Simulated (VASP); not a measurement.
GeBi3, 4 atoms in the cell. It takes space group I4mm (No. 107, tetragonal). Conventional cell: a = 5.469 Å, b = 5.469 Å, c = 7.734 Å, α = 90.00°, β = 90.00°, γ = 90.00°. Around Ge (site symmetry 4mm) lie 9 Bi at 3.35 to 3.85 Å. Around Bi (site symmetry 2mm) lie 4 Bi at 3.34 to 3.36 Å and 4 Ge at 3.35 Å. Around Bi (site symmetry 4mm) lie 8 Bi at 3.34 to 3.36 Å. The cell comes from a database or a generator and needn't be the stable form of this composition.

* Program: VASP 6.6.1
* Task: single point
* Functional: PBEsol
* Potentials or basis: VASP PAW PBE potentials, release 64 (Ge_d, Bi_d)
* Cutoff: 520 eV
* k mesh: 5 × 5 × 5
* Occupations: fermi-dirac, width 0.15 eV
* Spin: no spin polarisation
* Dipole correction: no
* Further INCAR settings: ALGO = Normal; EDIFF = 1e-06; NBANDS = 38

Potentials or basis: VASP PAW PBE potentials, release 64 (Ge_d, Bi_d).

Command:

```console
$ cat potpaw_PBE.64/Ge_d/POTCAR potpaw_PBE.64/Bi_d/POTCAR > POTCAR
$ mpirun -np 1 vasp_std > vasp.out
```

Hardware: 1 thread of Intel(R) Xeon(R) Platinum 8259CL CPU @ 2.50GHz (Skylake/Cascade Lake), with other jobs on the host.

Task: How long does it take, and how much memory?

Result: Wall time 60 s on 1 thread of Intel(R) Xeon(R) Platinum 8259CL CPU @ 2.50GHz (Skylake/Cascade Lake), on a shared host, peak memory 0.28 GiB. Counts: scf iterations 11, k points 18.
